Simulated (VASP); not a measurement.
Input:

```
TcSb
1.0
    3.75761     0.00000     0.00000
   -1.87880     3.25418     0.00000
    0.00000     0.00000     3.66724
Tc Sb
1 1
Direct
  0.00000   0.00000   0.00000
  0.66667   0.33333   0.50000
```

All values below come from PBE GGA, VASP's PBE PAW potentials (set 64) (plane waves; VASP). Settings: 300 eV cut-off, 8×8×7 Γ-centred mesh, Gaussian smearing of 0.20 eV, potentials Tc_pv Sb.

At this cut-off the stress carries a Pulay error, which pulls relaxed volumes low. Energy and stress use the plane-wave basis of the starting cell.

Question: The ions, cell shape and volume are relaxed. Which structure does the run end with?

Answer: 
```
TcSb
1.0
    3.75271     0.00000     0.00000
   -1.87635     3.24994     0.00000
    0.00000     0.00000     3.22597
Tc Sb
1 1
Direct
  0.00000   0.00000   0.00000
  0.66667   0.33333   0.50000
```
Space group P-6m2 (187), at a tolerance of 0.03 Å.

Question: How do energy and volume change from the first to the last step?

Answer: The energy (σ→0) changes by -235.2 meV/atom and the volume by -12.3 %, in 13 ionic steps.

The structure was generated: TcSb was put into an ordered model structure, which need not be its known phase. This run relaxes it. Symmetry was kept, so distortions that lower it aren't found. The run is one of a series of settings (EDIFFG = -0.01, IBRION = 2, ISIF = 3, NSW = 50 against the base run), some of them coarse on purpose.
